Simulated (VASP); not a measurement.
Here is the system:

```
CELL_PARAMETERS angstrom
      4.13668     0.00000     0.00000
      0.00000     4.13668     0.00000
      0.00000     0.00000     4.13668
ATOMIC_POSITIONS crystal
  Sc 0.00000 0.00000 0.00000
  Al 0.00000 0.50000 0.50000
  Al 0.50000 0.00000 0.50000
  Al 0.50000 0.50000 0.00000
```

All values below come from vdW-DF2, VASP's PBE PAW potentials (set 64) (plane waves; VASP 6.6.1). Run with 520 eV cut-off, Gaussian smearing of 0.050 eV, potentials Sc_sv Al.

Q: Estimate the band gap (along the path) with the smallest direct gap where there is one.

A: 
```yaml
band gap (along the path): none (metal, semimetal or under 0.01 eV)
```

Only differences to runs with the same potentials and settings are physical.

The compound is Al3Sc in the L1_2 structure. It was relaxed first.
